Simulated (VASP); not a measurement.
Crystal: CoSi.

```
Co Si
1.0
     4.43800    0.00000    0.00000
     0.00000    4.43800    0.00000
     0.00000    0.00000    4.43800
Co Si
4 4
Direct
  0.14000 0.14000 0.14000
  0.36000 0.86000 0.64000
  0.64000 0.36000 0.86000
  0.86000 0.64000 0.36000
  0.84300 0.84300 0.84300
  0.65700 0.15700 0.34300
  0.34300 0.65700 0.15700
  0.15700 0.34300 0.65700
```

* Program: VASP 6.6.1
* Task: relaxation of cell and atoms
* Functional: PBE
* Potentials or basis: VASP PAW PBE potentials, release 64 (Co, Si)
* Cutoff: 600 eV
* k mesh: 8 × 8 × 8
* Occupations: methfessel-paxton, width 0.1 eV
* Spin: no spin polarisation

At the start: pressure -0.4 GPa; volume 10.93 Å³/atom.

**Question.** Where does the relaxation end?

**Answer.** Over 7 steps the energy falls by 2.8 meV/atom and the volume is 10.86 Å³/atom (-0.6 %); space group P2_13 (No. 198, to 0.05 Å).

Step by step:
| step | energy change (eV) | largest force (eV/Å) | pressure (GPa) | volume (Å³) |
| --- | --- | --- | --- | --- |
| 1 | 0.0000 | 0.2729 | -0.44 | 87.41 |
| 2 | -0.0125 | 0.1891 | 0.20 | 87.04 |
| 3 | -0.0191 | 0.0835 | 1.30 | 86.47 |
| 4 | -0.0192 | 0.0697 | -1.29 | 87.40 |
| 5 | -0.0220 | 0.0595 | -0.03 | 86.94 |
| 6 | -0.0225 | 0.0204 | 0.02 | 86.91 |
| 7 | -0.0225 | 0.0007 | 0.01 | 86.90 |

Final structure:
```xyz
8
Lattice="4.4294 0.0000 0.0000 0.0000 4.4294 0.0000 0.0000 0.0000 4.4294" Properties=species:S:1:pos:R:3 pbc="T T T"
Co    0.6428    0.6428    0.6428
Co    1.5719    3.7866    2.8575
Co    2.8575    1.5719    3.7866
Co    3.7866    2.8575    1.5719
Si    3.7349    3.7349    3.7349
Si    2.9092    0.6945    1.5202
Si    1.5202    2.9092    0.6945
Si    0.6945    1.5202    2.9092
```
